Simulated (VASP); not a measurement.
Energy against volume of Zr (hcp). Calculation: vdW-DF2, VASP's PBE PAW potentials (set 64) (plane waves; VASP 6.6.1). Run with 520 eV cut-off, 13×13×7 Γ-centred mesh, first-order Methfessel-Paxton smearing of 0.10 eV, potentials Zr_sv.

Shape and ions are relaxed at each volume.

```csv
V (Å³/atom),E (eV/atom)
23.161,-5.10954
23.901,-5.13004
24.640,-5.13623
25.379,-5.12995
```

Q: Fit these four points and predict the energy of the run at 26.118 Å³/atom.

A: A cubic in V^(−2/3), the third-order Birch-Murnaghan form, passes through the four points with V0 = 24.62 Å³/atom and B0 = 90 GPa, and gives -5.1128 eV/atom there. The run gave -5.1128 eV/atom, -0.1 meV/atom from the fit; all five points give B0 = 90 GPa.

The compound is Zr in the hcp structure. It was relaxed first, which changed the volume by +6 %.
